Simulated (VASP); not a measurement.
Cost and result of VASP (PAW) for the bulk modulus of SrVO$_{3}$ (cubic perovskite). Static lattice, third-order Birch-Murnaghan fit over five volumes. The cost counts the five points of the equation of state, each on the mesh and cut-off of its row, so the ratios hold those differences too. With PBE it took about 5 core-minutes. The timings are rough (shared machines, no repeats); factors under 2 mean little.

| level | k-mesh | cut-off (eV) | bulk modulus (GPa) | cost over PBE |
|---|---|---|---|---|
| PBE | 8×8×8 | 520 | 180 | reference |
| PBEsol | 8×8×8 | 520 | 199 | within a factor of 2 |
| LDA | 8×8×8 | 520 | 217 | within a factor of 2 |
| r2SCAN | 8×8×8 | 520 | (withheld) | (withheld) |

Task: Some entries are withheld; supply them.

Result: 
- r2SCAN, bulk modulus (GPa): 201
- r2SCAN, cost over PBE: about 5 times

Left out are levels that failed, ran on another kind of processor or have no fit band path; at most nine are shown.

The compound is SrVO3 in the cubic perovskite structure.
